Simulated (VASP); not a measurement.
OSZICAR of a VASP run on BiSi62:

File OSZICAR:
```
       N       E                     dE             d eps       ncg     rms          rms(c)
DAV:   1    -0.336846883421E+03   -0.33685E+03   -0.39001E-06   600   0.440E-03    0.174E-03
RMM:   2    -0.336846883322E+03    0.99833E-07   -0.79745E-07   386   0.188E-03    0.689E-04
RMM:   3    -0.336846883311E+03    0.10445E-07   -0.32650E-07   391   0.983E-04    0.343E-04
RMM:   4    -0.336846883320E+03   -0.87493E-08   -0.67387E-08   158   0.543E-04
   1 F= -.33684688E+03 E0= -.33683278E+03  d E =-.282035E-01  mag=     2.0000
```

Q: Which electronic solver shows in the log?

A: It is blocked Davidson (ALGO = Normal, or the opening steps of other solvers) and then RMM-DIIS (ALGO = Fast or VeryFast). The INCAR had ALGO = Fast.

Q: How was spin treated?

A: Collinear spin (ISPIN = 2): the summary line carries one mag value, 2.00 μB in the cell.

Q: Can the final energy be trusted as converged?

A: Self-consistency was reached. It stopped with EDIFF = 1E-6, NELM = 100 (PBE GGA, plane waves, VASP's PBE PAW potentials (set 64)). The cell is charged, with a uniform compensating background.  The supercell is sampled at Γ alone, which is coarse: total energies, pressure and levels can be off, energies of defects by several tenths of an eV.

The cell is a supercell with a defect, built from Si (diamond): Bi_Si-vac_Si, charge +1. The total moment is imposed (NUPDOWN), so this need not be the lowest spin state.
